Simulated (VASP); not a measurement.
Level of theory: PBEsol GGA, VASP's PBE PAW potentials (set 64) (plane waves; VASP 6.6.1).

Input for VASP

### KPOINTS
```
Automatic mesh
0
Gamma
8 8 8
0 0 0
```

File POSCAR:
```
SnSe
1.0
  0.0000000000   2.8997872610   2.8997872610
  2.8997872610   0.0000000000   2.8997872610
  2.8997872610   2.8997872610   0.0000000000
Sn Se
1 1
direct
  0.0000000000   0.0000000000   0.0000000000
  0.5000000000   0.5000000000   0.5000000000
```

**INCAR**
```
# general
SYSTEM  = SnSe
PREC    = Accurate
ENCUT   = 500
LREAL   = F   # projection in real space or not
LASPH   = T   # aspherical one-centre terms

# electronic loop
EDIFF   = 1E-6   # SCF stop (eV)
NELM    = 100   # most electronic steps
ALGO    = Normal   # blocked Davidson
LMAXMIX = 4   # l cut-off of mixed one-centre charges

# smearing
ISMEAR  = 0   # Gaussian
SIGMA   = 0.05

# functional
GGA     = PS   # PBEsol

# ions
IBRION  = 2
NSW     = 40   # most ionic steps
ISIF    = 3   # ions, shape and volume
EDIFFG  = -0.02
PSTRESS = 50   # kbar

# output
LWAVE   = F
LCHARG  = F
```

POTCAR, in this order: Sn_d Se (PBE.64 set). Program: vasp_std.

Output

**OUTCAR**
```
 ion  position               nearest neighbor table
   1  0.000  0.000  0.000-   2 2.90   2 2.90   2 2.90   2 2.90   2 2.90   2 2.90
   2  0.500  0.500  0.500-   1 2.90   1 2.90   1 2.90   1 2.90   1 2.90   1 2.90
  LATTYP: Found a face centered cubic cell.
 ALAT       =     5.7995745220
 Subroutine PRICEL returns:
 Original cell was already a primitive cell.
 Subroutine GETGRP returns: Found 48 space group operations
The static configuration has the point symmetry O_h .
The dynamic configuration has the point symmetry O_h .
 Subroutine INISYM returns: Found 48 space group operations
 Subroutine IBZKPT returns following result:
 Found     29 irreducible k-points:

 Following reciprocal coordinates:
            Coordinates               Weight
  0.000000  0.000000  0.000000      1.000000
  0.125000  0.000000  0.000000      8.000000
  0.250000  0.000000  0.000000      8.000000
  0.375000  0.000000  0.000000      8.000000
  0.500000  0.000000  0.000000      4.000000
  0.125000  0.125000  0.000000      6.000000
  0.250000  0.125000  0.000000     24.000000
  0.375000  0.125000  0.000000     24.000000
  0.500000  0.125000  0.000000     24.000000
 -0.375000  0.125000  0.000000     24.000000
 -0.250000  0.125000  0.000000     24.000000
 -0.125000  0.125000  0.000000     12.000000
  0.250000  0.250000  0.000000      6.000000
  0.375000  0.250000  0.000000     24.000000
  0.500000  0.250000  0.000000     24.000000
 -0.375000  0.250000  0.000000     24.000000
 -0.250000  0.250000  0.000000     12.000000
  0.375000  0.375000  0.000000      6.000000
  0.500000  0.375000  0.000000     24.000000
 -0.375000  0.375000  0.000000     12.000000
  0.500000  0.500000  0.000000      3.000000
  0.375000  0.250000  0.125000     24.000000
  0.500000  0.250000  0.125000     48.000000
 -0.375000  0.250000  0.125000     24.000000
...
```

OSZICAR:
```
       N       E                     dE             d eps       ncg     rms          rms(c)
DAV:   1     0.133828667739E+03    0.13383E+03   -0.98451E+03   812   0.178E+03
DAV:   2     0.303400656587E+01   -0.13079E+03   -0.12778E+03   848   0.400E+02
DAV:   3    -0.878299959741E+01   -0.11817E+02   -0.11670E+02  1094   0.104E+02
DAV:   4    -0.904649413716E+01   -0.26349E+00   -0.26343E+00   866   0.178E+01
DAV:   5    -0.905489354321E+01   -0.83994E-02   -0.83993E-02  1196   0.307E+00    0.374E+00
DAV:   6    -0.893546343684E+01    0.11943E+00   -0.27595E-01  1162   0.447E+00    0.232E+00
DAV:   7    -0.892970494861E+01    0.57585E-02   -0.60475E-02   948   0.157E+00    0.910E-01
DAV:   8    -0.892937067988E+01    0.33427E-03   -0.57922E-03   950   0.834E-01    0.796E-02
DAV:   9    -0.892933642030E+01    0.34260E-04   -0.63925E-04  1122   0.277E-01    0.478E-02
DAV:  10    -0.892934294969E+01   -0.65294E-05   -0.53227E-05   884   0.540E-02    0.118E-02
DAV:  11    -0.892934380160E+01   -0.85191E-06   -0.10634E-05  1044   0.344E-02    0.325E-03
DAV:  12    -0.892934377512E+01    0.26481E-07   -0.56928E-07   502   0.987E-03
   1 F= -.74074378E+01 E0= -.74074378E+01  d E =-.740744E+01
```

File OUTCAR:
```
------------------------ aborting loop because EDIFF is reached ----------------------------------------
  FORCE on cell =-STRESS in cart. coord.  units (eV):
  Direction    XX          YY          ZZ          XY          YZ          ZX
  --------------------------------------------------------------------------------------
  Total        1.5119384      1.5119384      1.5119384      0.0000000      0.0000000     -0.0000000
  in kB       49.6725291     49.6725291     49.6725291      0.0000000      0.0000000     -0.0000000
  external PRESSURE =      -0.3274709 kB  Pullay stress =      50.0000000 kB
  volume of cell :       48.77
      direct lattice vectors                 reciprocal lattice vectors
     0.000000000  2.899787261  2.899787261    -0.172426442  0.172426442  0.172426442
     2.899787261  0.000000000  2.899787261     0.172426442 -0.172426442  0.172426442
     2.899787261  2.899787261  0.000000000     0.172426442  0.172426442 -0.172426442
 POSITION                                       TOTAL-FORCE (eV/Angst)
 -----------------------------------------------------------------------------------
      0.00000      0.00000      0.00000         0.000000     -0.000000     -0.000000
      2.89979      2.89979      2.89979        -0.000000      0.000000      0.000000
 -----------------------------------------------------------------------------------
    total drift:                               -0.000000      0.000000      0.000000
  FREE ENERGIE OF THE ION-ELECTRON SYSTEM (eV)
  ---------------------------------------------------
  free  energy   TOTEN  =        -8.9293437751 eV

  energy  without entropy=       -8.9293437751  energy(sigma->0) =       -8.92934378
  enthalpy is  TOTEN    =        -7.4074377706 eV   P V=        1.5219060045

 reached required accuracy - stopping structural energy minimisation
```
(Selected blocks of OUTCAR.)

The structure was generated: SnSe was put into the rock salt type (Fm-3m), which need not be its known phase. It was relaxed first under an external pressure of 5 GPa.
